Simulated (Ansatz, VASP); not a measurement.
# Cross-check of SmS between VASP and Ansatz, part 2 of 2

Aim: how closely do two programs agree when they are given the same cell, functional and k mesh? The cell is taken from a series of runs on this material, whose earlier steps may have relaxed, scaled, displaced or heated it; both programs get it as it stands.

VASP 6.6.1 and Ansatz 0.2.0.

So far: Starting point; Ansatz: relaxation of cell and atoms, PBEsol.

In doubt: a part-filled 4f shell, where there is one, can sit in one of many states (step 2), so energies may not be the lowest and differences between runs may mislead.

**3. VASP: relaxation of cell and atoms, PBEsol**

Level of this step: PBEsol, spin-polarised from a ferromagnetic start; plane waves and PAW (Sm, S) (VASP).

The same cell, functional, mesh and smearing now go to VASP, with its own data sets.

Lines of VASP's logs that name or quote its potential files are left out, and so is its time.

Contents of INCAR:

```
SYSTEM = SmS
PREC = Accurate
ENCUT = 600
EDIFF = 1E-07
NELM = 200
ISMEAR = 0
SIGMA = 0.1
LREAL = .FALSE.
ALGO = Normal
GGA = PS
NBANDS = 22
ISPIN = 2
MAGMOM = 5.57 -0.06
LASPH = .TRUE.
LMAXMIX = 6
AMIX = 0.2
BMIX = 1E-04
AMIX_MAG = 0.8
BMIX_MAG = 1E-04
LORBIT = 11
LWAVE = .FALSE.
LCHARG = .FALSE.
ISIF = 3
IBRION = 2
NSW = 80
EDIFFG = -0.005
GGA_COMPAT = .FALSE.
NELMIN = 4
KPAR = 2
```

Contents of POSCAR:

```
SmS
1.0
    0.0000000000      2.8480220000      2.8480220000
    2.8480220000      0.0000000000      2.8480220000
    2.8480220000      2.8480220000      0.0000000000
Sm S
1 1
Direct
    0.5000000000      0.5000000000      0.5000000000
    0.0000000000      0.0000000000      0.0000000000
```

Contents of KPOINTS:

```
Automatic mesh
0
Gamma
16 16 16
0 0 0
```

Potentials, in the order of the species: Sm and S (PBE family, release 64).

Command:

```sh
mpirun -np 2 vasp_std
```

Numbers of over 12 decimals in the logs are rounded to 6 here.

Output:

```text
[banner, memory and clock lines left out]
running    2 mpi-ranks, on    1 nodes
 distrk:  each k-point on    1 cores,    2 groups
 distr:  one band on    1 cores,    1 groups

 POSCAR found type information on POSCAR SmS
 POSCAR found :  2 types and       2 ions
|                                                                             |
|               ----> ADVICE to this user running VASP <----                  |
|                                                                             |
|     You enforced a specific xc type in the INCAR file but a different       |
|     [... a line on the potential file left out ...]
|     I HOPE YOU KNOW WHAT YOU ARE DOING!                                     |
|                                                                             |

 LDA part: xc-table for (Slater+PW92), standard interpolation
 POSCAR, INCAR and KPOINTS ok, starting setup
 FFT: planning ... GRIDC
 FFT: planning ... GRID_SOFT
 FFT: planning ... GRID
 WAVECAR not read
 entering main loop
       N       E                     dE             d eps       ncg     rms          rms(c)
DAV:   1     0.137483609535E+03    0.13748E+03   -0.83730E+03 17870   0.426E+03
DAV:   2     0.498087089539E+01   -0.13250E+03   -0.11714E+03 17468   0.366E+02
DAV:   3    -0.143569062933E+02   -0.19338E+02   -0.18856E+02 19654   0.109E+02
DAV:   4    -0.166806285661E+02   -0.23237E+01   -0.22667E+01 24146   0.263E+01
DAV:   5    -0.167973260745E+02   -0.11670E+00   -0.11647E+00 19568   0.704E+00    0.322E+01
DAV:   6    -0.185924988423E+02   -0.17952E+01   -0.33911E+00 20532   0.281E+01    0.239E+01
DAV:   7    -0.185308628905E+02    0.61636E-01   -0.12347E+00 17494   0.190E+01    0.166E+01
DAV:   8    -0.185209780695E+02    0.98848E-02   -0.11284E-01 22322   0.278E+00    0.118E+01
DAV:   9    -0.185268774941E+02   -0.58994E-02   -0.14780E-01 21488   0.537E+00    0.277E+00
DAV:  10    -0.185278948720E+02   -0.10174E-02   -0.20893E-02 21108   0.161E+00    0.116E+00
DAV:  11    -0.185204275954E+02    0.74673E-02   -0.36556E-03 22276   0.790E-01    0.788E-01
DAV:  12    -0.185181675106E+02    0.22601E-02   -0.13278E-02 20946   0.956E-01    0.533E-01
DAV:  13    -0.185221278128E+02   -0.39603E-02   -0.30784E-03 21598   0.704E-01    0.494E-01
DAV:  14    -0.185239124971E+02   -0.17847E-02   -0.87895E-04 21346   0.609E-01    0.438E-01
DAV:  15    -0.185244272056E+02   -0.51471E-03   -0.22373E-03 18494   0.108E+00    0.381E-01
DAV:  16    -0.185243643922E+02    0.62813E-04   -0.49660E-04 23558   0.282E-01    0.225E-01
DAV:  17    -0.185244815587E+02   -0.11717E-03   -0.12204E-04 23270   0.150E-01    0.147E-01
DAV:  18    -0.185245143641E+02   -0.32805E-04   -0.68506E-05 17552   0.169E-01    0.398E-02
DAV:  19    -0.185245171033E+02   -0.27392E-05   -0.87515E-06 23162   0.328E-02    0.141E-02
DAV:  20    -0.185245171345E+02   -0.31234E-07   -0.18500E-06 18586   0.246E-02    0.132E-02
DAV:  21    -0.185245170725E+02    0.62027E-07   -0.11234E-07 12640   0.586E-03
   1 F= -.18524517E+02 E0= -.18498586E+02  d E =-.185245E+02  mag=     5.8528
[...]
2 F= -.18524552E+02 E0= -.18498700E+02  d E =-.351970E-04  mag=     5.8503
[...]
3 F= -.18524568E+02 E0= -.18498731E+02  d E =-.513679E-04  mag=     5.8512
[...]
4 F= -.18524553E+02 E0= -.18498647E+02  d E =-.354983E-04  mag=     5.8520
[...]
5 F= -.18524562E+02 E0= -.18498656E+02  d E =-.445382E-04  mag=     5.8516
[...]
6 F= -.18524564E+02 E0= -.18498684E+02  d E =-.466253E-04  mag=     5.8513
 curvature:  -0.11 expect dE=-0.187E-05 dE for cont linesearch -0.187E-05
 ZBRENT: bisectioning
 opt :   0.6054  next Energy=   -18.524565 (dE=-0.481E-04)
 bond charge predicted
       N       E                     dE             d eps       ncg     rms          rms(c)
DAV:   1    -0.185245810694E+02   -0.17424E-04   -0.10545E-04 17296   0.121E-01    0.536E-02
DAV:   2    -0.185245686435E+02    0.12426E-04   -0.18905E-04 16236   0.225E-01    0.509E-02
DAV:   3    -0.185245646121E+02    0.40314E-05   -0.21811E-05 16132   0.786E-02    0.156E-02
DAV:   4    -0.185245642524E+02    0.35969E-06   -0.17747E-06 23946   0.143E-02    0.955E-03
DAV:   5    -0.185245643203E+02   -0.67865E-07   -0.60414E-07 18638   0.752E-03
   7 F= -.18524564E+02 E0= -.18498699E+02  d E =-.472478E-04  mag=     5.8512
 curvature:  -0.09 expect dE=-0.407E-06 dE for cont linesearch -0.407E-06
 trial: gam=-0.13908 g(F)=  0.236E-60 g(S)=  0.447E-05 ort = 0.268E-04 (trialstep = 0.921E+00)
 search vector abs. value=  0.125E-06
 reached required accuracy - stopping structural energy minimisation
```

From OUTCAR (step 3):

```text
ion  position               nearest neighbor table
   1  0.500  0.500  0.500-   2 2.85   2 2.85   2 2.85   2 2.85   2 2.85   2 2.85
   2  0.000  0.000  0.000-   1 2.85   1 2.85   1 2.85   1 2.85   1 2.85   1 2.85

  LATTYP: Found a face centered cubic cell.
 ALAT       =     5.6960440000

 Subroutine GETGRP returns: Found 48 space group operations
 (whereof 48 operations were pure point group operations)

The static configuration has the point symmetry O_h .

 Found    145 irreducible k-points:

   k-points           NKPTS =    145   k-points in BZ     NKDIM =    145   number of bands    NBANDS=     22

   dimension x,y,z NGX =    32 NGY =   32 NGZ =   32
   dimension x,y,z NGXF=    64 NGYF=   64 NGZF=   64

   ENCUT  =  600.0 eV  44.10 Ry    6.64 a.u.   8.04  8.04  8.04*2*pi/ulx,y,z

   NELECT =      22.0000    total number of electrons

 k-points in reciprocal lattice and weights: Automatic mesh
   0.00000000  0.00000000  0.00000000       0.000
   0.06250000  0.00000000  0.00000000       0.002
   0.12500000  0.00000000  0.00000000       0.002
   0.18750000  0.00000000  0.00000000       0.002
   0.25000000  0.00000000  0.00000000       0.002
   0.31250000  0.00000000  0.00000000       0.002
   0.37500000  0.00000000  0.00000000       0.002
   0.43750000  0.00000000  0.00000000       0.002
   0.50000000  0.00000000  0.00000000       0.001
[...]
-0.31250000  0.50000000  0.18750000       0.003
  -0.25000000  0.50000000  0.25000000       0.001

 average (electrostatic) potential at core
       1 -38.8536       2 -86.9280

 E-fermi :   5.0857

 spin component 1
 k-point     1 :       0.0000    0.0000    0.0000
  band No.  band energies     occupation
    ...
      8       2.2742      1.00000
      9       4.8662      0.99905
     10       4.8924      0.99687
     11       4.8924      0.99687
     12       4.8924      0.99687
     13       5.5305      0.00000
     14       5.5305      0.00000
     15       5.5305      0.00000
     16       5.9052      0.00000
     17       5.9052      0.00000
    ...

 k-point     2 :       0.0625    0.0000    0.0000
  band No.  band energies     occupation
    ...
      8       2.2006      1.00000
      9       4.8535      0.99949
     10       4.8756      0.99851
     11       4.8756      0.99851
     12       4.8926      0.99684
     13       5.3752      0.00002
     14       5.4251      0.00000
     15       5.4251      0.00000
     16       6.0231      0.00000
     17       6.0231      0.00000
    ...

 k-point     3 :       0.1250    0.0000    0.0000
  band No.  band energies     occupation
    ...
      8       2.0046      1.00000
      9       4.8179      0.99992
     10       4.8371      0.99978
     11       4.8372      0.99978
     12       4.8934      0.99674
     13       5.2120      0.03704
     14       5.2668      0.00522
     15       5.2668      0.00522
     16       6.2485      0.00000
     17       6.2900      0.00000
    ...

 k-point     4 :       0.1875    0.0000    0.0000
  band No.  band energies     occupation
    ...
      8       1.7421      1.00000
      9       4.7764      0.99999
     10       4.7955      0.99998
     11       4.7955      0.99998
     12       4.8944      0.99659
     13       5.1296      0.26736
     14       5.1482      0.18843
     15       5.1482      0.18841
     16       6.4495      0.00000
     17       6.6704      0.00000
    ...

 k-point     5 :       0.2500    0.0000    0.0000
  band No.  band energies     occupation
    ...
     10       4.7603      1.00000
     11       4.7603      1.00000
     12       4.8957      0.99640
     13       5.0711      0.58162
     14       5.0711      0.58159
     15       5.0955      0.44515
     16       6.6993      0.00000
     17       7.1522      0.00000
     18       7.1522      0.00000
     19       9.1002      0.00000
    ...

 k-point     6 :       0.3125    0.0000    0.0000
  band No.  band energies     occupation
    ...
     11       4.7555      1.00000
     12       4.8970      0.99620
     13       5.0233      0.81130
     14       5.0233      0.81128
     15       5.0843      0.50817
     16       7.0258      0.00000
     17       7.7133      0.00000
     18       7.7133      0.00000
     19       9.6176      0.00000
     20      10.2766      0.00000
    ...

  Total       -0.0078620     -0.0078620     -0.0078620      0.0000000      0.0000000     -0.0000000
  in kB       -0.2731981     -0.2731981     -0.2731981      0.0000000      0.0000000     -0.0000000
  external PRESSURE =      -0.2731981 kB  Pullay stress =       0.0000000 kB

  energy-cutoff  :      600.00
  volume of cell :       46.11
      direct lattice vectors                 reciprocal lattice vectors
     0.000000000  2.846063636  2.846063636    -0.175681244  0.175681244  0.175681244
     2.846063636  0.000000000  2.846063636     0.175681244 -0.175681244  0.175681244
     2.846063636  2.846063636  0.000000000     0.175681244  0.175681244 -0.175681244

 POSITION                                       TOTAL-FORCE (eV/Angst)
 -----------------------------------------------------------------------------------
      2.84606      2.84606      2.84606         0.000000     -0.000000     -0.000000
      0.00000      0.00000      0.00000        -0.000000      0.000000      0.000000
 -----------------------------------------------------------------------------------
    total drift:                               -0.000000     -0.000000      0.000000

  FREE ENERGIE OF THE ION-ELECTRON SYSTEM (eV)
  ---------------------------------------------------
  free  energy   TOTEN  =       -18.5245643203 eV

  energy  without entropy=      -18.4728345075  energy(sigma->0) =      -18.49869941

 reached required accuracy - stopping structural energy minimisation

 total charge
# of ion       s       p       d       f       tot
--------------------------------------------------
    1        2.019   5.654   0.437   5.510  13.621
    2        1.314   2.435   0.000   0.000   3.750
--------------------------------------------------
tot          3.333   8.089   0.437   5.510  17.370

 magnetization (x)
# of ion       s       p       d       f       tot
--------------------------------------------------
    1       -0.015  -0.082   0.108   5.456   5.467
    2       -0.009  -0.074   0.000   0.000  -0.083
--------------------------------------------------
tot         -0.024  -0.156   0.108   5.456   5.384

[... 6 further parts left out ...]
```

CONTCAR:

```
SmS
   1.00000000000000
     0.0000000000000000    2.8460636363857490    2.8460636363857490
     2.8460636363857490    0.0000000000000000    2.8460636363857490
     2.8460636363857490    2.8460636363857490    0.0000000000000000
  Sm              S
     1     1
Direct
     0.5000000000000000    0.5000000000000000    0.5000000000000000
     0.0000000000000000    0.0000000000000000    0.0000000000000000
```

The cell holds one magnetic atom, so no antiferromagnetic order fits into it. Without U or exact exchange, f electrons of an open shell come out too delocalised.

**4. Side by side**

Known differences besides the potentials themselves: VASP starts from the moments at which Ansatz ended; the cutoff is 420 eV in Ansatz and 600 eV in VASP; Ansatz makes its cores anew for this functional, VASP keeps those of its PBE data sets; Ansatz adds a Pulay correction to the stress that steers its cell, VASP none; site moments are counted in spheres of each program's own size. Total energies have different zeros and are not compared.

The two programs side by side:

| quantity | Ansatz | VASP | difference |
| --- | --- | --- | --- |
| volume (Å³) | 46.20 | 46.11 | +0.21 % |
| edge a after relaxation, in the typed setting (Å) | 4.028 | 4.025 | +0.07 % |
| total moment (μB) | 5.86 | 5.85 | +0.01 |
| moment on Sm1 (μB) | 5.57 | 5.47 | +0.10 |
| moment on S2 (μB) | -0.06 | -0.08 | +0.02 |

**5. Outcome**

```yaml
difference_in_volume_relaxation_of_cell_and_atoms_pbesol: 0.21 %
```

**Reading.** The difference in volume is 0.21 % (relaxation of cell and atoms, PBEsol), within the 1.2 % picked in this series as the mark of a large difference, as far as the stopping tolerances let one tell. How closely two codes agree says nothing of how well the functional describes the real material.

[Lines on the potential files, build, host, timing and source positions are cut from VASP's logs without a mark.]

[Logs are printed without paths, hosts, clocks, repeated set-up lines and the standing remarks that a program may print on its own settings, such as how far it seeks lower states.]

[Hosts, paths, dates, database ids (printed as entryN), source tags and the programs' standing remarks are cut or masked in the printed files.]
